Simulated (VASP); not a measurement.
Consider the following.

```xyz
4
Lattice="4.6789 0.0000 0.0000 0.0000 4.6789 0.0000 0.0000 0.0000 5.8958" Properties=species:S:1:pos:R:3 pbc="T T T"
Au     2.3395     0.0000     1.3961
Au     0.0000     2.3395     4.4997
Br     0.0000     0.0000     0.0000
Br     2.3395     2.3395     0.0000
```

The numbers are results of PBE GGA, VASP's PBE PAW potentials (set 64) (plane waves; VASP), not measurements. Settings: 400 eV cut-off, 4×4×4 Γ-centred mesh, Gaussian smearing of 0.050 eV, potentials Au Br.

Unless said otherwise, spin-orbit coupling is left out, though it shifts the bands of the heavy elements here.

Question: What does the run give for the energy per atom (σ→0), pressure, largest force, band gap (on the k-mesh) with the smallest direct gap where there is one?

Answer: 
* **band gap (on the k-mesh)**: none (metal, semimetal or under 0.01 eV)
* **energy per atom (σ→0)**: -1.764 eV/atom
* **pressure**: 4.47 GPa
* **largest force**: 0.122 eV/Å

The structure was generated: AuBr was put into the litharge type (P4/nmm), which need not be its known phase. The cell was not relaxed at this level. The k-mesh is coarse (spacing up to 0.34 per Å, 2π included), so the numbers may not be converged in it.
